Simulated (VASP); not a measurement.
The system is MgH.

```
Mg H
1.0
     2.68853    0.00000    0.00000
     0.00000    2.68853    0.00000
     0.00000    0.00000    3.15076
Mg H
1 1
Cartesian
  1.3443 1.3443 0.0000
  0.0000 0.0000 0.0000
```

The cell was built by a generator and needn't be a form met in nature.

The cell isn't the ideal one: random cell by space group and Wyckoff sites (P4/mmm, No. 123).

| Quantity | Value |
| --- | --- |
| Program | VASP 6.6.1 |
| Task | relaxation of cell and atoms |
| Functional | PBE |
| Potentials or basis | VASP PAW PBE potentials, release 64 (Mg, H) |
| Cutoff | 600 eV |
| k mesh | 6 × 6 × 6 |
| Occupations | gaussian, width 0.1 eV |
| Spin | no spin polarisation |

At the start: pressure 14.9 GPa; volume 11.39 Å³/atom.

Problem. How do energy, volume and symmetry change on relaxing?

Solution. Over 3 steps the energy falls by 151.1 meV/atom and the volume is 13.92 Å³/atom (+22.3 %); space group P4/mmm (No. 123, to 0.05 Å).

Step by step:
| step | energy change (eV) | largest force (eV/Å) | pressure (GPa) | volume (Å³) |
| --- | --- | --- | --- | --- |
| 1 | 0.0000 | 0.0000 | 14.95 | 22.77 |
| 2 | -0.2828 | 0.0000 | 3.04 | 26.42 |
| 3 | -0.3021 | 0.0000 | 0.29 | 27.85 |

Final structure:
```yaml
crystal:
  lattice:
    - [2.96706, 0.00000, 0.00000]
    - [0.00000, 2.96706, 0.00000]
    - [0.00000, 0.00000, 3.16337]
  atoms:
    - { symbol: Mg, position: [0.50000, 0.50000, 0.00000] }
    - { symbol: H, position: [0.00000, 0.00000, 0.00000] }
```

Caveat: the k mesh is coarse (spacing up to 0.39 Å⁻¹), so the values aren't converged; the volume moved by over 15 % at a fixed basis, so the end points are rough.
